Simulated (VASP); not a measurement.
An input for Ansatz (written as the equivalent of a VASP run, and not itself run):

Ansatz 0.2 input:
```yaml
crystal:
  lattice:
    - [4.0185224, 0.0000000, 0.0000000]
    - [0.0000000, 4.0185224, 0.0000000]
    - [0.0000000, 0.0000000, 4.0185224]
  atoms:
    - { symbol: K, position: [0.0000000, 0.0000000, 0.0000000] }
    - { symbol: Ta, position: [0.5000000, 0.5000000, 0.5000000] }
    - { symbol: O, position: [0.5000000, 0.0000000, 0.5000000] }
    - { symbol: O, position: [0.0000000, 0.5000000, 0.5000000] }
    - { symbol: O, position: [0.5000000, 0.5000000, 0.0000000] }
kpoints:
  mp_grid: { grid: [6, 6, 6] }
hamiltonian:
  xc: rpbe
  pseudopotentials: { kind: paw }
scf:
  occupations: { method: gaussian, width: 0.05 }
  max_iter: 100
output: { forces: true, stress: true, eigenvalues: true }
```

Q: Write the VASP files for the same calculation (RPBE).

A: Several could match; the one computed here: 
**POSCAR**
```
KTaO3
1
    4.0185224399     0.0000000000     0.0000000000
    0.0000000000     4.0185224399     0.0000000000
    0.0000000000     0.0000000000     4.0185224399
K Ta O
1 1 3
Direct
  0.0000000000   0.0000000000   0.0000000000
  0.5000000000   0.5000000000   0.5000000000
  0.5000000000   0.0000000000   0.5000000000
  0.0000000000   0.5000000000   0.5000000000
  0.5000000000   0.5000000000   0.0000000000
```

**KPOINTS**
```
Automatic mesh
0
Gamma
6 6 6
0 0 0
```

### INCAR
```
SYSTEM = KTaO3
PREC = Accurate
ENCUT = 520
EDIFF = 1E-7
NELM = 100
ALGO = Normal
LREAL = .FALSE.
LASPH = .TRUE.
ISMEAR = 0
SIGMA = 0.05
GGA = RP
LMAXMIX = 6
LWAVE = .FALSE.
LCHARG = .FALSE.
ISIF = 2
```

POTCAR, in this order: K_sv Ta_pv O (PBE.64 set). Program: vasp_std.

What does not carry over: each code has its own PAW files, so the cut-off isn't converted (ENCUT is set for VASP's; basis.ecutwfc is left out, and Ansatz then takes the one that its files recommend); Ansatz stops its SCF on the density residual and VASP on the energy change (EDIFF).

The compound is KTaO3 in the cubic perovskite structure. This cell is one point of a volume scan, at 0.97 of the reference volume.
